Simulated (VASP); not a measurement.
These are PBEsol GGA, VASP's PBE PAW potentials (set 64) (plane waves; VASP) values and carry that method's errors.

VASP input:

**KPOINTS**
```
Regular mesh
0
gamma
11 11 11
0 0 0
```

File POSCAR:
```
YTe
3.72830
  0.9999999859   0.0000000000   0.0000000000
  0.0000000000   0.9999999859   0.0000000000
  0.0000000000   0.0000000000   0.9999999859
Y Te
1 1
Cartesian
  0.0000000000   0.0000000000   0.0000000000
  0.4999999930   0.4999999930   0.4999999930
```

**INCAR**
```
# general
SYSTEM  = YTe
PREC    = Accurate
ENCUT   = 400   # plane-wave cut-off (eV)
LREAL   = F   # projection in real space or not
LASPH   = T   # aspherical one-centre terms

# electronic loop
EDIFF   = 1E-7   # SCF stop (eV)
NELM    = 100
ALGO    = Normal
LMAXMIX = 4   # l cut-off of mixed one-centre charges

# smearing
ISMEAR  = -5

# functional
GGA     = PS   # PBEsol

# ions
ISIF    = 2   # forces and stress, cell fixed

# output
LWAVE   = F
LCHARG  = T
LORBIT  = 11
NEDOS   = 601
```

POTCAR, in this order: Y_sv Te (PBE.64 set). Program: vasp_std.

What VASP printed:

File OSZICAR:
```
       N       E                     dE             d eps       ncg     rms          rms(c)
DAV:   1     0.461913261416E+02    0.46191E+02   -0.68745E+03  1352   0.104E+03
DAV:   2    -0.104835929238E+02   -0.56675E+02   -0.53828E+02  1636   0.198E+02
DAV:   3    -0.132195785696E+02   -0.27360E+01   -0.26730E+01  1808   0.349E+01
DAV:   4    -0.133308838115E+02   -0.11131E+00   -0.11098E+00  1924   0.734E+00
DAV:   5    -0.133330703071E+02   -0.21865E-02   -0.21917E-02  1852   0.903E-01    0.214E+01
DAV:   6    -0.129169286240E+02    0.41614E+00   -0.86390E-01  1612   0.550E+00    0.152E+01
DAV:   7    -0.128819696450E+02    0.34959E-01   -0.59133E-01  1964   0.461E+00    0.303E+00
DAV:   8    -0.128655054022E+02    0.16464E-01   -0.16096E-01  1600   0.247E+00    0.519E-01
DAV:   9    -0.128646270200E+02    0.87838E-03   -0.15134E-02  1628   0.793E-01    0.204E-01
DAV:  10    -0.128643358332E+02    0.29119E-03   -0.17757E-03  1668   0.301E-01    0.815E-02
DAV:  11    -0.128643668786E+02   -0.31045E-04   -0.17898E-04  1912   0.945E-02    0.582E-02
DAV:  12    -0.128643503901E+02    0.16489E-04   -0.19497E-05  1628   0.356E-02    0.181E-02
DAV:  13    -0.128643535263E+02   -0.31362E-05   -0.16398E-06  1844   0.913E-03    0.338E-03
DAV:  14    -0.128643545466E+02   -0.10203E-05   -0.13474E-07  1208   0.311E-03    0.317E-03
DAV:  15    -0.128643540116E+02    0.53502E-06   -0.23973E-08  1036   0.151E-03    0.176E-03
DAV:  16    -0.128643535600E+02    0.45163E-06   -0.21935E-08   960   0.111E-03    0.362E-04
DAV:  17    -0.128643535582E+02    0.18169E-08   -0.32421E-09   888   0.464E-04
   1 F= -.12864354E+02 E0= -.12864354E+02  d E =0.000000E+00
```

File OUTCAR:
```
------------------------ aborting loop because EDIFF is reached ----------------------------------------
  FORCE on cell =-STRESS in cart. coord.  units (eV):
  Direction    XX          YY          ZZ          XY          YZ          ZX
  --------------------------------------------------------------------------------------
  Total       -0.0268779     -0.0268779     -0.0268779     -0.0000000     -0.0000000      0.0000000
  in kB       -0.8309472     -0.8309472     -0.8309472     -0.0000000     -0.0000000      0.0000000
  external PRESSURE =      -0.8309472 kB  Pullay stress =       0.0000000 kB
  volume of cell :       51.82
      direct lattice vectors                 reciprocal lattice vectors
     3.728299948  0.000000000  0.000000000     0.268218763  0.000000000  0.000000000
     0.000000000  3.728299948  0.000000000     0.000000000  0.268218763  0.000000000
     0.000000000  0.000000000  3.728299948     0.000000000  0.000000000  0.268218763
 POSITION                                       TOTAL-FORCE (eV/Angst)
 -----------------------------------------------------------------------------------
      0.00000      0.00000      0.00000         0.000000      0.000000      0.000000
      1.86415      1.86415      1.86415         0.000000      0.000000      0.000000
 -----------------------------------------------------------------------------------
    total drift:                               -0.000000      0.000000     -0.000000
  FREE ENERGIE OF THE ION-ELECTRON SYSTEM (eV)
  ---------------------------------------------------
  free  energy   TOTEN  =       -12.8643535582 eV

  energy  without entropy=      -12.8643535582  energy(sigma->0) =      -12.86435356

 total charge

# of ion       s       p       d       f       tot
--------------------------------------------------
    1        2.172   6.227   1.061   0.032   9.491
    2        1.349   2.087   0.041   0.000   3.477
--------------------------------------------------
tot          3.521   8.313   1.102   0.032  12.969
```
(Selected blocks of OUTCAR.)

For a metal the tetrahedron method with Blöchl corrections gives inexact stress and forces.

The structure was generated: YTe was put into the CsCl type type (Pm-3m), which need not be its known phase. It was relaxed first, which changed the volume by -33 %. The electron count is odd and the run is not spin-polarised, which forces a metal.
